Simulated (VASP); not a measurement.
Input:

```
CsPbCl3
1.0
    5.62048     0.00000     0.00000
    0.00000     5.62048     0.00000
    0.00000     0.00000     5.62048
Cs Pb Cl
1 1 3
Direct
  0.00000   0.00000   0.00000
  0.50000   0.50000   0.50000
  0.50000   0.00000   0.50000
  0.00000   0.50000   0.50000
  0.50000   0.50000   0.00000
```

All values below come from PBEsol GGA, VASP's PBE PAW potentials (set 64) (plane waves; VASP). Run with 400 eV cut-off, Gaussian smearing of 0.050 eV, potentials Cs_sv Pb_d Cl.

Unless said otherwise, spin-orbit coupling is left out, though it shifts the bands of the heavy elements here.

**Question.** Give the energies of bands 13 to 25 at the high-symmetry points, in eV from the valence-band maximum.

**Answer.** 
```
band      Γ      X      M      R
----  -----  -----  -----  -----
13    -6.67  -7.61  -8.05  -8.14
14    -4.64  -4.56  -4.42  -3.15
15    -4.64  -4.56  -3.38  -3.15
16    -4.64  -3.16  -2.81  -3.15
17    -2.58  -2.69  -2.81  -2.70
18    -2.58  -2.68  -2.77  -2.70
19    -2.58  -2.68  -2.77  -2.15
20    -2.47  -2.58  -2.71  -2.15
21    -2.47  -2.58  -2.16  -2.15
22    -2.47  -1.66  -0.81   0.00
23     3.25   2.94   2.44   1.84
24     4.26   4.63   2.44   1.84
25     4.26   5.19   4.86   1.84
```

The gap is direct, 1.85 eV, from the valence maximum at R to the conduction minimum at R.

The compound is CsPbCl3 in the cubic perovskite structure, the ideal cubic form; the compound distorts at low or room temperature. It was relaxed first.
